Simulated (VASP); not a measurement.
Given:

```xyz
2
Lattice="0.0000 3.1623 3.1623 3.1623 0.0000 3.1623 3.1623 3.1623 0.0000" Properties=species:S:1:pos:R:3 pbc="T T T"
K      0.0000     0.0000     0.0000
Cl     3.1623     3.1623     3.1623
```

Method: revPBE GGA, VASP's PBE PAW potentials (set 64) (plane waves; VASP 6.6.1). Numerical set-up: 300 eV cut-off, 9×9×9 Γ-centred mesh, Gaussian smearing of 0.010 eV, potentials K_sv Cl.

At this cut-off the stress carries a Pulay error, which pulls relaxed volumes low.

Task: Give the stress tensor in GPa (positive for a compressed cell).

Result: 
```
1.50  0.00  0.00
0.00  1.50  0.00
0.00  0.00  1.50
```
The pressure is its mean diagonal, 1.50 GPa.

The structure comes from a computed database's KCl entry; how it stands against other phases isn't given here. The cell was not relaxed at this level.
